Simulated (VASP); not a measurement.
Input for VASP

KPOINTS:
```
Automatic mesh
0
gamma
 6 6 6
0 0 0
```

### INCAR
```
SYSTEM = SrHfO3
PREC = Accurate; ENCUT = 600; LREAL = .FALSE.
LASPH = .TRUE.
EDIFF = 1E-7; NELM = 100; ALGO = Normal
LMAXMIX = 6
ISMEAR = 0; SIGMA = 0.05
GGA = PS
IBRION = 2; NSW = 40; ISIF = 3
EDIFFG = -0.01; PSTRESS = 200
LWAVE = .FALSE.; LCHARG = .FALSE.
```

POSCAR:
```
SrHfO3
1.0
  4.0964791643   0.0000000000   0.0000000000
  0.0000000000   4.0964791643   0.0000000000
  0.0000000000   0.0000000000   4.0964791643
Sr Hf O
1 1 3
Cartesian
  2.0482395821   2.0482395821   2.0482395821
  0.0000000000   0.0000000000   0.0000000000
  0.0000000000   2.0482395821   0.0000000000
  2.0482395821   0.0000000000   0.0000000000
  0.0000000000   0.0000000000   2.0482395821
```

POTCAR, in this order: Sr_sv Hf_pv O (PBE.64 set). Program: vasp_std.

Write an equivalent input for Ansatz.

One equivalent input (not run):
Ansatz 0.2 input:
```yaml
crystal:
  lattice:
    - [4.0964792, 0.0000000, 0.0000000]
    - [0.0000000, 4.0964792, 0.0000000]
    - [0.0000000, 0.0000000, 4.0964792]
  atoms:
    - { symbol: Sr, position: [0.5000000, 0.5000000, 0.5000000] }
    - { symbol: Hf, position: [0.0000000, 0.0000000, 0.0000000] }
    - { symbol: O, position: [0.0000000, 0.5000000, 0.0000000] }
    - { symbol: O, position: [0.5000000, 0.0000000, 0.0000000] }
    - { symbol: O, position: [0.0000000, 0.0000000, 0.5000000] }
kpoints:
  mp_grid: { grid: [6, 6, 6] }
hamiltonian:
  xc: pbesol
  pseudopotentials: { kind: paw }
scf:
  occupations: { method: gaussian, width: 0.05 }
  max_iter: 100
relax:
  max_steps: 40
  f_tol: 0.01
  cell: { p_target: 20 }
output: { forces: true, stress: true, eigenvalues: true }
```
What does not carry over: each code has its own PAW files, so the cut-off isn't converted (ENCUT is set for VASP's; basis.ecutwfc is left out, and Ansatz then takes the one that its files recommend); Ansatz stops its SCF on the density residual and VASP on the energy change (EDIFF).

The structure comes from a computed database's SrHfO3 entry (Pm-3m); how it stands against other phases isn't given here. This run relaxes it under an external pressure of 20 GPa. Symmetry was kept, so distortions that lower it aren't found.
